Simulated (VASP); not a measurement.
# Gap, carriers and strain in BiAs (Pm-3m), part 2 of 2

Aim: the gap of BiAs, the masses at its band edges and their response to strain. The cell is generated by rule, not measured, and may not be a known phase.

VASP 6.6.1, plane waves and PAW; the level of theory is named at each step.

Still holding for the runs below: The k-mesh is coarse for a metal.

So far. Step 3 (Bands on a dense mesh): At -3.6 GPa the cell is away from the equilibrium volume of this level: left free, it would shrink.

The structure was built from a prototype and need not be the compound's stable phase.

## (4) Bands with spin-orbit coupling

This step: PBEsol, spin-orbit coupling; plane waves and PAW (As, Bi_d); invented cell (VASP 6.6.1).

Spin-orbit coupling can split and shift the band edges, more so for heavy elements, so the bands are solved again with spinors.

INCAR reads:

```
SYSTEM = BiAs
PREC = Accurate
ENCUT = 400
EDIFF = 1E-06
NELM = 100
ISMEAR = 0
SIGMA = 0.02
LREAL = .FALSE.
ALGO = Normal
GGA = PS
LNONCOLLINEAR = .TRUE.
MAGMOM = 0 0 0 0 0 0
NBANDS = 32
GGA_COMPAT = .FALSE.
LASPH = .TRUE.
LSORBIT = .TRUE.
LORBIT = 11
LWAVE = .FALSE.
LCHARG = .FALSE.
KPAR = 4
ISIF = 2
```

POSCAR reads:

```
BiAs
1.0
    3.6979300000      0.0000000000      0.0000000000
    0.0000000000      3.6979300000      0.0000000000
    0.0000000000      0.0000000000      3.6979300000
As Bi
1 1
Direct
    0.0000000000      0.0000000000      0.0000000000
    0.5000000000      0.5000000000      0.5000000000
```

KPOINTS reads:

```
Automatic mesh
0
Gamma
8 8 8
0 0 0
```

KPOINTS_OPT reads:

```
Line mode
16
Line-mode
Reciprocal
  0.00000000   0.00000000   0.00000000 GAMMA
  0.00000000   0.50000000   0.00000000 X

  0.00000000   0.50000000   0.00000000 X
  0.50000000   0.50000000   0.00000000 M

  0.50000000   0.50000000   0.00000000 M
  0.00000000   0.00000000   0.00000000 GAMMA

  0.00000000   0.00000000   0.00000000 GAMMA
  0.50000000   0.50000000   0.50000000 R

  0.50000000   0.50000000   0.50000000 R
  0.00000000   0.50000000   0.00000000 X

  0.50000000   0.50000000   0.00000000 M
  0.50000000   0.50000000   0.50000000 R
```

PAW data sets: As and Bi_d (PBE family, release 64).

Launch:

```
$ mpirun -np 4 vasp_ncl
```

Output:

```text
[... set-up lines as in an earlier step ...]
 entering main loop
       N       E                     dE             d eps       ncg     rms          rms(c)
DAV:   1     0.174986430994E+03    0.17499E+03   -0.84866E+03  2240   0.116E+03
DAV:   2     0.704541374717E+01   -0.16794E+03   -0.16224E+03  2336   0.351E+02
DAV:   3    -0.920793156962E+01   -0.16253E+02   -0.15935E+02  2712   0.119E+02
DAV:   4    -0.978246476560E+01   -0.57453E+00   -0.57375E+00  2792   0.240E+01
DAV:   5    -0.980574073282E+01   -0.23276E-01   -0.23274E-01  3216   0.454E+00    0.165E+00
DAV:   6    -0.973625885607E+01    0.69482E-01   -0.17342E-01  3048   0.304E+00    0.923E-01
DAV:   7    -0.973574910521E+01    0.50975E-03   -0.27657E-02  2848   0.846E-01    0.447E-01
DAV:   8    -0.973489395625E+01    0.85515E-03   -0.26499E-03  2832   0.480E-01    0.241E-01
DAV:   9    -0.973474040375E+01    0.15355E-03   -0.43954E-04  2712   0.144E-01    0.451E-02
DAV:  10    -0.973472808676E+01    0.12317E-04   -0.24699E-04  2984   0.100E-01    0.247E-02
DAV:  11    -0.973472879457E+01   -0.70781E-06   -0.98506E-05  2776   0.884E-02    0.131E-02
DAV:  12    -0.973472453373E+01    0.42608E-05   -0.16393E-05  2784   0.352E-02    0.146E-03
DAV:  13    -0.973472469869E+01   -0.16496E-06   -0.24097E-06  2392   0.798E-03
   1 F= -.97347247E+01 E0= -.97342895E+01  d E =-.870311E-03  mag=     0.0000    -0.0000    -0.0000
 Start KPOINTS_OPT (optional k-point list driver)
k-point batch [1-35\96]
       N       E                     dE             ncg
DAV:   1     0.167801380404E+04   -0.10878E+05     2240
DAV:   2    -0.435592352432E+04   -0.60339E+04     2304
DAV:   3    -0.498003712954E+04   -0.62411E+03     2704
DAV:   4    -0.500333959673E+04   -0.23302E+02     2784
DAV:   5    -0.500418850547E+04   -0.84891E+00     3176
DAV:   6    -0.500420737465E+04   -0.18869E-01     3104
DAV:   7    -0.500420790366E+04   -0.52900E-03     3208
DAV:   8    -0.500420790968E+04   -0.60241E-05     2800
DAV:   9    -0.500420790984E+04   -0.16161E-06     1800
[...]
k-point batch [71-96\96]
       N       E                     dE             ncg
DAV:   1     0.740220304453E+04   -0.14723E+05     1664
DAV:   2     0.304775957949E+04   -0.43544E+04     1720
DAV:   3     0.263290281146E+04   -0.41486E+03     2032
DAV:   4     0.261827598077E+04   -0.14627E+02     2224
DAV:   5     0.261788832996E+04   -0.38765E+00     2304
DAV:   6     0.261787819475E+04   -0.10135E-01     2448
DAV:   7     0.261787806584E+04   -0.12892E-03     2288
DAV:   8     0.261787806248E+04   -0.33617E-05     1952
DAV:   9     0.261787806232E+04   -0.15563E-06     1320
```

Elapsed: 59 s, on 4 MPI ranks of AMD EPYC 7R43, shared host; peak memory 0.89 GiB; 3.9 min of CPU time.

From OUTCAR (step 4):

```text
The static configuration has the point symmetry O_h .

 Found     35 irreducible k-points:

   k-points           NKPTS =     35   k-points in BZ     NKDIM =     35   number of bands    NBANDS=     32

   NELECT =      20.0000    total number of electrons

 E-fermi :   6.8302

 k-point     1 :       0.0000    0.0000    0.0000
  band No.  band energies     occupation
    ...
     16       4.3388      1.00000
     17       5.3884      1.00000
     18       5.3884      1.00000
     19       5.3884      1.00000
     20       5.3884      1.00000
     21      10.8493      0.00000
     22      10.8493      0.00000
     23      10.8493      0.00000
     24      10.8493      0.00000
     25      10.9317      0.00000
    ...

 k-point     2 :       0.1250    0.0000    0.0000
  band No.  band energies     occupation
    ...
     16       4.3916      1.00000
     17       5.3320      1.00000
     18       5.3320      1.00000
     19       5.5643      1.00000
     20       5.5643      1.00000
     21      10.3821      0.00000
     22      10.3821      0.00000
     23      10.9860      0.00000
     24      10.9860      0.00000
     25      11.6187      0.00000
    ...

  Total       -0.9439560     -0.9439560     -0.9439560     -0.0000000      0.0000000     -0.0000000
  in kB      -29.9079236    -29.9079236    -29.9079236     -0.0000000      0.0000000     -0.0000000
  external PRESSURE =     -29.9079236 kB  Pullay stress =       0.0000000 kB

 POSITION                                       TOTAL-FORCE (eV/Angst)
 -----------------------------------------------------------------------------------
      0.00000      0.00000      0.00000         0.000000      0.000000      0.000000
      1.84896      1.84896      1.84896         0.000000      0.000000      0.000000
 -----------------------------------------------------------------------------------
    total drift:                                0.000000     -0.000000     -0.000000

  FREE ENERGIE OF THE ION-ELECTRON SYSTEM (eV)
  ---------------------------------------------------
  free  energy   TOTEN  =        -9.7347246987 eV

  energy  without entropy=       -9.7338543873  energy(sigma->0) =       -9.73428954

 Spin-Orbit-Coupling matrix elements
 Ion:    1  E_soc:     -0.0335681
 Ion:    2  E_soc:     -1.5508575

 total charge
# of ion       s       p       d       tot
------------------------------------------
    1        1.319   1.289   0.026   2.633
    2        1.563   1.175   9.941  12.679
--------------------------------------------------
tot          2.881   2.464   9.967  15.312

 magnetization (x)
# of ion       s       p       d       tot
------------------------------------------
    1       -0.000   0.000   0.000  -0.000
    2        0.000   0.000  -0.000  -0.000
--------------------------------------------------
tot         -0.000   0.000  -0.000  -0.000

 magnetization (y)
# of ion       s       p       d       tot
------------------------------------------
    1       -0.000  -0.000  -0.000  -0.000
    2        0.000   0.000   0.000   0.000
--------------------------------------------------
tot          0.000  -0.000  -0.000  -0.000

 magnetization (z)
# of ion       s       p       d       tot
------------------------------------------
    1        0.000   0.000   0.000   0.000
    2       -0.000   0.000   0.000  -0.000
--------------------------------------------------
tot         -0.000   0.000   0.000  -0.000

[... 7 parts as in an earlier step ...]

[... 5 further parts left out ...]
```

LASPH is on here and off in the session's scalar semilocal runs, so a comparison with those holds both changes.

Numbers from this step:

```yaml
scf_cycles: 13
bands: 32
irreducible_k_points: 35
free_energy_toten: -9.735 eV
energy_at_zero_smearing: -9.734 eV
fermi_energy: 6.830 eV
pressure: -2.991 GPa
```

The spin moment in the PAW sphere vanishes on all atoms.

On-site spin-orbit energy by atom:

```tsv
atom	on-site spin-orbit energy (eV)
As1	-0.03
Bi2	-1.55
```

The electronic bands at the labelled points (eV, zero at the Fermi level; # counts the bands kept):

```tsv
point	#7	#8	#9	#10	#11	#12	#13	#14
Γ	-1.44	-1.44	4.02	4.02	4.02	4.02	4.10	4.10
0.47 of the way	-0.84	-0.84	2.42	2.42	3.98	3.98	4.49	4.49
X	0.35	0.35	0.58	0.58	1.27	1.27	2.42	2.42
0.53 of the way	0.70	0.70	1.65	1.65	2.98	2.98	3.40	3.40
M	0.94	0.94	2.32	2.32	4.24	4.24	4.25	4.25
0.47 of the way	-0.33	-0.33	0.92	0.92	3.21	3.21	4.79	4.79
Γ	-1.44	-1.44	4.02	4.02	4.02	4.02	4.10	4.10
0.47 of the way	-0.95	-0.95	1.84	1.84	2.88	2.88	3.28	3.28
R	-2.37	-2.37	-2.37	-2.37	-1.82	-1.82	-1.82	-1.82
0.47 of the way	-1.50	-1.50	-1.09	-1.09	2.28	2.28	3.16	3.16
X	0.35	0.35	0.58	0.58	1.27	1.27	2.42	2.42
jump to M	0.94	0.94	2.32	2.32	4.24	4.24	4.25	4.25
0.47 of the way	-0.89	-0.89	-0.30	-0.30	1.24	1.24	1.50	1.50
R	-2.37	-2.37	-2.37	-2.37	-1.82	-1.82	-1.82	-1.82
```

Of the projections kept (As, Bi), the largest for each band there; the rest of the weight can lie on other orbitals:

```tsv
point	#7	#8	#9	#10	#11	#12	#13	#14
Γ	As 0.60	As 0.60	Bi 0.62	Bi 0.62	Bi 0.62	Bi 0.62	Bi 0.51	Bi 0.51
X	As 0.94	As 0.94	As 0.95	As 0.95	Bi 0.90	Bi 0.90	Bi 0.95	Bi 0.95
M	As 1.00	As 1.00	Bi 0.80	Bi 0.80	Bi 0.72	Bi 0.72	Bi 0.52	Bi 0.52
Γ	As 0.60	As 0.60	Bi 0.62	Bi 0.62	Bi 0.62	Bi 0.62	Bi 0.51	Bi 0.51
R	As 0.89	As 0.89	As 0.89	As 0.89	Bi 0.95	Bi 0.95	Bi 0.95	Bi 0.95
X	As 0.94	As 0.94	As 0.95	As 0.95	Bi 0.90	Bi 0.90	Bi 0.95	Bi 0.95
```

## (5) Orbitals for bands with HSE06

This step: PBE; plane waves and PAW (As, Bi_d); invented cell (VASP 6.6.1).

The hybrid starts from PBE orbitals, which saves many expensive cycles.

INCAR reads:

```
SYSTEM = BiAs
PREC = Accurate
ENCUT = 400
EDIFF = 1E-05
NELM = 100
ISMEAR = 0
SIGMA = 0.02
LREAL = .FALSE.
ALGO = Normal
GGA = PE
NBANDS = 16
LORBIT = 11
LWAVE = .TRUE.
LCHARG = .FALSE.
KPAR = 4
```

POSCAR is that of step 4.

KPOINTS reads:

```
Automatic mesh
0
Gamma
4 4 4
0 0 0
```

Launch:

```
$ mpirun -np 4 vasp_std
```

Output:

```text
[banner, memory and clock lines left out]
running    4 mpi-ranks, on    1 nodes
 distrk:  each k-point on    1 cores,    4 groups
 distr:  one band on    1 cores,    1 groups

 POSCAR found type information on POSCAR AsBi
 POSCAR found :  2 types and       2 ions
 LDA part: xc-table for (Slater+PW92), standard interpolation
 POSCAR, INCAR and KPOINTS ok, starting setup
 FFT: planning ... GRIDC
 FFT: planning ... GRID_SOFT
 FFT: planning ... GRID
 WAVECAR not read
 entering main loop
       N       E                     dE             d eps       ncg     rms          rms(c)
DAV:   1     0.131304986046E+03    0.13130E+03   -0.95882E+03   320   0.117E+03
DAV:   2    -0.322773580570E+00   -0.13163E+03   -0.12852E+03   344   0.306E+02
DAV:   3    -0.800520389593E+01   -0.76824E+01   -0.76649E+01   392   0.774E+01
DAV:   4    -0.817399638702E+01   -0.16879E+00   -0.16870E+00   480   0.131E+01
DAV:   5    -0.817625336095E+01   -0.22570E-02   -0.22569E-02   400   0.113E+00    0.172E+00
DAV:   6    -0.809656135274E+01    0.79692E-01   -0.24026E-01   440   0.319E+00    0.978E-01
DAV:   7    -0.809483546145E+01    0.17259E-02   -0.30635E-02   440   0.940E-01    0.423E-01
DAV:   8    -0.809463657620E+01    0.19889E-03   -0.28344E-03   376   0.466E-01    0.490E-02
DAV:   9    -0.809461989940E+01    0.16677E-04   -0.46361E-04   440   0.137E-01    0.388E-02
DAV:  10    -0.809462027073E+01   -0.37133E-06   -0.39064E-05   376   0.362E-02
   1 F= -.80946203E+01 E0= -.80940913E+01  d E =-.105786E-02
 writing wavefunctions
```

The job ended after 3.2 s (4 MPI ranks; peak memory 0.39 GiB).

From OUTCAR (step 5):

```text
   k-points           NKPTS =     10   k-points in BZ     NKDIM =     10   number of bands    NBANDS=     16

   NELECT =      20.0000    total number of electrons

 E-fermi :   6.7732

 k-point     1 :       0.0000    0.0000    0.0000
  band No.  band energies     occupation
    ...
      6      -6.7638      2.00000
      7      -0.4661      2.00000
      8       5.2564      2.00000
      9       5.2564      2.00000
     10       5.2564      2.00000
     11      11.0309      0.00000
     12      11.0309      0.00000
     13      12.6465      0.00000
     14      12.6465      0.00000
     15      12.6465      0.00000
    ...

  Total        0.1637673      0.1637673      0.1637673      0.0000000      0.0000000     -0.0000000
  in kB        5.1887362      5.1887362      5.1887362      0.0000000      0.0000000     -0.0000000
  external PRESSURE =       5.1887362 kB  Pullay stress =       0.0000000 kB

  FREE ENERGIE OF THE ION-ELECTRON SYSTEM (eV)
  ---------------------------------------------------
  free  energy   TOTEN  =        -8.0946202707 eV

  energy  without entropy=       -8.0935624153  energy(sigma->0) =       -8.09409134

[... 7 parts as in an earlier step ...]

[... 10 further parts left out ...]
```

This step gave:

```
SCF cycles              : 10
bands                   : 16
irreducible k-points    : 10
free energy (TOTEN)     : -8.095 eV
energy at zero smearing : -8.094 eV
Fermi energy            : 6.773 eV
pressure                : 0.5189 GPa
```

The run ends at a pressure of 0.52 GPa.

## (6) Bands with HSE06

This step: HSE06; plane waves and PAW (As, Bi_d); invented cell (VASP 6.6.1).

A quarter of screened exact exchange corrects much of the semilocal gap error; its cost forces a coarser mesh.

INCAR reads:

```
SYSTEM = BiAs
PREC = Accurate
ENCUT = 400
EDIFF = 1E-06
NELM = 100
ISMEAR = 0
SIGMA = 0.02
LREAL = .FALSE.
ALGO = Normal
LHFCALC = .TRUE.
AEXX = 0.25
GGA = PE
HFSCREEN = 0.2
LASPH = .TRUE.
NBANDS = 16
PRECFOCK = Fast
LORBIT = 11
LWAVE = .FALSE.
LCHARG = .FALSE.
KPAR = 4
ISIF = 2
```

POSCAR is that of step 5.

KPOINTS is that of step 5.

KPOINTS_OPT, as its differences from that of step 4:

```diff
@@ -1,3 +1,3 @@
 Line mode
-16
+8
 Line-mode
```

The WAVECAR or CHGCAR of an earlier step is read.

Launch:

```
$ mpirun -np 4 vasp_std
```

Output:

```text
[banner, memory and clock lines left out]
running    4 mpi-ranks, on    1 nodes
 distrk:  each k-point on    1 cores,    4 groups
 distr:  one band on    1 cores,    1 groups

 POSCAR found type information on POSCAR AsBi
 POSCAR found :  2 types and       2 ions
 LDA part: xc-table for (Slater+PW92), standard interpolation
 found WAVECAR, reading the header
 POSCAR, INCAR and KPOINTS ok, starting setup
 FFT: planning ... GRIDC
 FFT: planning ... GRID_SOFT
 FFT: planning ... GRID
 reading WAVECAR
 the WAVECAR file was read successfully
 initial charge from wavefunction
 entering main loop
       N       E                     dE             d eps       ncg     rms          rms(c)
DAV:   1    -0.956523506710E+01   -0.95652E+01   -0.49215E-01   368   0.662E+00    0.149E+00
DAV:   2    -0.956894343664E+01   -0.37084E-02   -0.21088E-02   336   0.789E-01    0.978E-01
DAV:   3    -0.956853078985E+01    0.41265E-03   -0.19712E-03   360   0.216E-01    0.543E-01
DAV:   4    -0.956833509184E+01    0.19570E-03   -0.20372E-04   392   0.838E-02    0.300E-01
DAV:   5    -0.956827320747E+01    0.61884E-04   -0.78679E-05   416   0.476E-02    0.167E-01
DAV:   6    -0.956825982140E+01    0.13386E-04   -0.24905E-05   384   0.267E-02    0.919E-02
DAV:   7    -0.956825817402E+01    0.16474E-05   -0.67276E-06   368   0.156E-02    0.501E-02
DAV:   8    -0.956825859848E+01   -0.42446E-06   -0.22075E-06   368   0.846E-03
   1 F= -.95682586E+01 E0= -.95677297E+01  d E =-.105786E-02
 Start KPOINTS_OPT (optional k-point list driver)
k-point batch [1-10\48]
       N       E                     dE             ncg
DAV:   1     0.135904961519E+02   -0.25628E+04      320
DAV:   2    -0.155827161245E+04   -0.15719E+04      344
DAV:   3    -0.168018477143E+04   -0.12191E+03      384
DAV:   4    -0.168387750119E+04   -0.36927E+01      416
DAV:   5    -0.168397290779E+04   -0.95407E-01      480
DAV:   6    -0.168397718787E+04   -0.42801E-02      504
DAV:   7    -0.168397723783E+04   -0.49954E-04      456
DAV:   8    -0.168397723822E+04   -0.39024E-06      352
[...]
k-point batch [41-48\48]
       N       E                     dE             ncg
DAV:   1     0.600035241250E+03   -0.58475E+04      256
DAV:   2    -0.613718800518E+03   -0.12138E+04      288
DAV:   3    -0.696954005532E+03   -0.83235E+02      336
DAV:   4    -0.699109231678E+03   -0.21552E+01      384
DAV:   5    -0.699147841718E+03   -0.38610E-01      360
DAV:   6    -0.699149307246E+03   -0.14655E-02      416
DAV:   7    -0.699149325293E+03   -0.18048E-04      320
DAV:   8    -0.699149325463E+03   -0.16998E-06      272
```

It took 4.7 min on 4 MPI ranks; peak memory 0.87 GiB.

Parts of OUTCAR (step 6):

```text
   k-points           NKPTS =     10   k-points in BZ     NKDIM =     64   number of bands    NBANDS=     16

   NELECT =      20.0000    total number of electrons

  exchange ACFDT corr.  =         0.00000000  see jH, gK, PRB 81, 115126

 E-fermi :   6.6634

 k-point     1 :       0.0000    0.0000    0.0000
  band No.  band energies     occupation
    ...
      6      -8.4691      2.00000
      7      -1.2588      2.00000
      8       4.7887      2.00000
      9       4.7887      2.00000
     10       4.7887      2.00000
     11      11.2559      0.00000
     12      11.2559      0.00000
     13      13.2285      0.00000
     14      13.2285      0.00000
     15      13.2285      0.00000
    ...

  Total       -0.6595038     -0.6595038     -0.6595038      0.0000000      0.0000000     -0.0000000
  in kB      -20.8954557    -20.8954557    -20.8954557      0.0000000      0.0000000     -0.0000000
  external PRESSURE =     -20.8954557 kB  Pullay stress =       0.0000000 kB

 POSITION                                       TOTAL-FORCE (eV/Angst)
 -----------------------------------------------------------------------------------
      0.00000      0.00000      0.00000         0.000000      0.000000      0.000000
      1.84896      1.84896      1.84896         0.000000      0.000000      0.000000
 -----------------------------------------------------------------------------------
    total drift:                                0.000001      0.000001     -0.000001

  FREE ENERGIE OF THE ION-ELECTRON SYSTEM (eV)
  ---------------------------------------------------
  free  energy   TOTEN  =        -9.5682585985 eV

  energy  without entropy=       -9.5672007430  energy(sigma->0) =       -9.56772967

[... 7 parts as in an earlier step ...]

[... 9 further parts left out ...]
```

The k-mesh is coarse for exact exchange; in a metal the Fermi energy and the levels can shift by several tenths of an eV on a finer one.

Numbers from this step:

```
SCF cycles              : 8
free energy (TOTEN)     : -9.568 eV
energy at zero smearing : -9.568 eV
Fermi energy            : 6.663 eV
pressure                : -2.090 GPa
```

The electronic bands at the labelled points (eV, zero at the Fermi level; # counts the bands kept):

```tsv
point	#1	#2	#3	#4	#5	#6	#7	#8
Γ	-7.92	-1.87	-1.87	-1.87	4.59	4.59	6.56	6.56
0.43 of the way	-9.09	-2.05	-1.27	-1.27	3.87	5.03	5.12	5.12
X	-12.21	-0.26	-0.24	0.66	0.66	2.17	2.17	6.48
0.57 of the way	-11.53	-4.26	-4.06	1.02	3.00	3.40	3.87	8.57
M	-10.91	-5.86	-5.86	1.29	3.75	4.70	4.70	7.33
0.43 of the way	-10.08	-4.73	-1.43	0.05	1.67	3.86	5.29	8.17
Γ	-7.92	-1.87	-1.87	-1.87	4.59	4.59	6.56	6.56
0.43 of the way	-9.64	-3.31	-3.31	-0.22	3.21	3.48	3.48	8.76
R	-9.88	-2.61	-2.61	-2.61	-2.31	-2.31	-2.31	16.25
0.43 of the way	-10.98	-4.08	-3.84	-1.72	-1.10	2.52	3.12	10.61
X	-12.21	-0.26	-0.24	0.66	0.66	2.17	2.17	6.48
jump to M	-10.91	-5.86	-5.86	1.29	3.75	4.70	4.70	7.33
0.57 of the way	-10.38	-4.73	-4.73	-1.43	-0.56	0.77	0.77	11.97
R	-9.88	-2.61	-2.61	-2.61	-2.31	-2.31	-2.31	16.25
```

Of the projections kept (As, Bi), the largest for each band there; the rest of the weight can lie on other orbitals:

```tsv
point	#1	#2	#3	#4	#5	#6	#7	#8
Γ	As 0.50	As 0.56	As 0.56	As 0.56	Bi 0.61	Bi 0.61	Bi 0.60	Bi 0.60
X	As 0.92	As 0.62	Bi 0.65	As 0.94	As 0.94	Bi 0.95	Bi 0.95	As 1.00
M	As 0.98	Bi 0.55	Bi 0.55	As 1.00	Bi 1.00	Bi 0.52	Bi 0.52	As 0.70
Γ	As 0.50	As 0.56	As 0.56	As 0.56	Bi 0.61	Bi 0.61	Bi 0.60	Bi 0.60
R	Bi 1.00	As 0.90	As 0.90	As 0.90	Bi 0.95	Bi 0.95	Bi 0.95	As 0.72
X	As 0.92	As 0.62	Bi 0.65	As 0.94	As 0.94	Bi 0.95	Bi 0.95	As 1.00
```

The electronic bands as a text plot (rows in eV, shown from -8.0 to 5.1 only):

```
    4.8 |****          *****    *******             ***
    4.3 |    *       **  *   **          **               *
    3.8 |   *       ******  *          **           **
    3.2 |     *   ****    **   *       **          *  *** **
    2.7 |    * * ***      **         **    *       *
    2.1 |       ***                                    *** **
    1.6 |     *  *          *            **            **
    1.0 |         ********** **                  **   *   *  *
    0.5 |      ***           **      **                *** **
   -0.1 |     * *           *          **  ***      ***  *
   -0.6 |    *   *           ***                *           ***
   -1.2 |   *  * *          *  *   **       **  *  *** **    *
   -1.7 |*** **   *             ***              ***          **
   -2.3 |  **     *             ** **    **   *****   *       ***
   -2.8 |          *           *     **       **      *         *
   -3.4 |          *      **           **  ***  *   **         *
   -3.9 |           *        **          ** **   ***          *
   -4.4 |           *
   -5.0 |            *   *  *                               **
   -5.5 |             *  ***                              **
   -6.1 |              **
   -6.6 |
   -7.2 |
   -7.7 |*                        *
         Γ      X      M          Γ            R        X|M     R
```

## (7) Summary of results

```json
{
 "gap, PBEsol": "none",
 "gap with spin-orbit coupling": "none",
 "gap, HSE06 without spin-orbit coupling": "none"
}
```

**Reading.** At this level the bands overlap or touch. Masses were not obtained, since there is no gap at this level. The strain response was not obtained, since there is no gap at this level.

[Lines on the potential files, build, host, timing and source positions are cut from VASP's logs without a mark.]

[Logs are printed without paths, hosts, clocks, repeated set-up lines and the standing remarks that a program may print on its own settings, such as how far it seeks lower states.]

[Hosts, paths, dates, database ids (printed as entryN), source tags and the programs' standing remarks are cut or masked in the printed files.]

[In band tables of VASP the shares of atoms and orbitals are scaled to a sum of 1 inside the atoms' spheres.]

[Gaps and slopes under strain along one axis are those of the sampled path and mesh points; where strain splits equal valleys, another of them can be the edge.]

[Band numbers marked # count the bands kept; VASP's own numbers are higher by 6 or 12.]
